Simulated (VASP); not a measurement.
An input for Quantum ESPRESSO's pw.x (written as the equivalent of a VASP run, and not itself run):

```
&CONTROL
  calculation = 'vc-relax'
  pseudo_dir = './pseudo'
  outdir = './out'
  tprnfor = .true.
  tstress = .true.
  nstep = 40
  forc_conv_thr = 0.00039
/
&SYSTEM
  ibrav = 0
  nat = 1
  ntyp = 1
  ecutwfc = 84
  occupations = 'smearing'
  smearing = 'methfessel-paxton'
  degauss = 0.00735
  input_dft = 'pbe'
/
&ELECTRONS
  conv_thr = 7.3e-09
  electron_maxstep = 100
/
&IONS
/
&CELL
  press = 200
/
ATOMIC_SPECIES
  Pt 195.084 Pt.upf
CELL_PARAMETERS angstrom
     0.0000000    1.9829815    1.9829815
     1.9829815    0.0000000    1.9829815
     1.9829815    1.9829815    0.0000000
ATOMIC_POSITIONS crystal
  Pt   0.0000000  0.0000000  0.0000000
K_POINTS automatic
  14 14 14 0 0 0
```

Write the VASP files for the same calculation (PBE).

Several could match; the one computed here: 
File KPOINTS:
```
kpoints
0
gamma
14 14 14
```

File POSCAR:
```
Pt
1.0
  0.0000000000   1.9829815258   1.9829815258
  1.9829815258   0.0000000000   1.9829815258
  1.9829815258   1.9829815258   0.0000000000
Pt
1
Cart
  0.0000000000   0.0000000000   0.0000000000
```

**INCAR**
```
SYSTEM = Pt
PREC = Accurate; ENCUT = 480; LREAL = .FALSE.
LASPH = .TRUE.
EDIFF = 1E-7; NELM = 100; ALGO = Normal
LMAXMIX = 6
ISMEAR = 1; SIGMA = 0.1
GGA = PE
IBRION = 2; NSW = 40; ISIF = 3
EDIFFG = -0.01; PSTRESS = 200
LWAVE = .FALSE.; LCHARG = .FALSE.
```

POTCAR, in this order: Pt (PBE.64 set). Program: vasp_std.

What does not carry over: the potentials are each code's own (VASP's PAW set, PseudoDojo norm-conserving files in pw.x), so ENCUT and ecutwfc are chosen apart and not converted; conv_thr bounds pw.x's estimated SCF error, while EDIFF bounds the energy change between steps; forc_conv_thr acts on force components and is met together with etot_conv_thr.

The compound is Pt in the fcc structure. This run relaxes it under an external pressure of 20 GPa. Symmetry was kept, so distortions that lower it aren't found.
